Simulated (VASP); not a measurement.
The system is ZnRe2.

```
Zn Re
1.0
     0.00000    2.89556    2.89556
     2.89556    0.00000    2.89556
     2.89556    2.89556    0.00000
Zn Re
1 2
Direct
  0.00000 0.00000 0.00000
  0.75000 0.75000 0.75000
  0.25000 0.25000 0.25000
```

The cell was built by a generator and needn't be a form met in nature.

Base run:

| Item | Value |
| --- | --- |
| Program | VASP 6.6.1 |
| Functional | PBEsol |
| Potentials or basis | VASP PAW PBE potentials, release 64 (Zn, Re) |
| Cutoff | 520 eV |
| k mesh | 8 × 8 × 8 |
| Occupations | fermi-dirac, width 0.05 eV |
| Spin | no spin polarisation |

Its results: pressure -7.2 GPa.

**Question.** The run is repeated on the same cell with these changes: functional from PBEsol to revPBE. What comes out?

**Answer.** Pressure 2.8 GPa.

revPBE binds less tightly than PBEsol, so the same cell stands under more pressure.

Caveats: the PAW data sets were made with another functional, which shifts forces and pressure a little.

Not every run made on this cell is shown here.
